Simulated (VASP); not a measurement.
A convergence study with VASP on BaF2 (fluorite): one setting is varied, all else stays as given below, so the limit is that of these other settings.

```xyz
3
Lattice="0.0000 3.1000 3.1000 3.1000 0.0000 3.1000 3.1000 3.1000 0.0000" Properties=species:S:1:pos:R:3 pbc="T T T"
Ba     0.0000     0.0000     0.0000
F      1.5500     1.5500     1.5500
F      4.6500     4.6500     4.6500
```

Computed with PBE GGA, VASP's PBE PAW potentials (set 64) (plane waves; VASP). The tightest run used: 700 eV cut-off, 15×15×15 Γ-centred mesh, Gaussian smearing of 0.050 eV, potentials Ba_sv F.

Problem. The settings run are 1×1×1 mesh; 2×2×2 mesh; 3×3×3 mesh; 4×4×4 mesh; 5×5×5 mesh; 6×6×6 mesh; 7×7×7 mesh; 8×8×8 mesh; 9×9×9 mesh; 10×10×10 mesh; 11×11×11 mesh; 12×12×12 mesh; 13×13×13 mesh; 14×14×14 mesh; 15×15×15 mesh. From which on does the energy per atom stay within 0.001 eV/atom of the tightest run?

Solution. From 3×3×3 mesh on: it is off by 0.0003 there and by no more than 0.001 in any finer run, while 2×2×2 mesh is off by 0.0188.
| setting | E (eV/atom) | pressure (GPa) | irreducible k-points | difference judged (eV/atom) |
|---|---|---|---|---|
| 1×1×1 mesh | -6.0793 | -7.11 | 1 | 0.3734 |
| 2×2×2 mesh | -5.6871 | 2.75 | 3 | 0.0188 |
| 3×3×3 mesh | -5.7056 | 2.27 | 4 | 0.0003 |
| 4×4×4 mesh | -5.7059 | 2.24 | 8 | 0.0000 |
| 5×5×5 mesh | -5.7059 | 2.25 | 10 | 0.0000 |
| 6×6×6 mesh | -5.7059 | 2.25 | 16 | 0.0000 |
| 7×7×7 mesh | -5.7059 | 2.25 | 20 | 0.0000 |
| 8×8×8 mesh | -5.7059 | 2.26 | 29 | 0.0000 |
| 9×9×9 mesh | -5.7059 | 2.25 | 35 | 0.0000 |
| 10×10×10 mesh | -5.7059 | 2.25 | 47 | 0.0000 |
| 11×11×11 mesh | -5.7059 | 2.25 | 56 | 0.0000 |
| 12×12×12 mesh | -5.7059 | 2.25 | 72 | 0.0000 |
| 13×13×13 mesh | -5.7059 | 2.27 | 84 | 0.0000 |
| 14×14×14 mesh | -5.7059 | 2.25 | 104 | 0.0000 |
| 15×15×15 mesh | -5.7059 | 2.24 | 120 | 0.0000 |

Left out are rungs that failed or repeat a setting and relaxations that didn't move; long series are thinned to 24 rows.

The compound is BaF2 in the fluorite structure. The cell was not relaxed at this level.
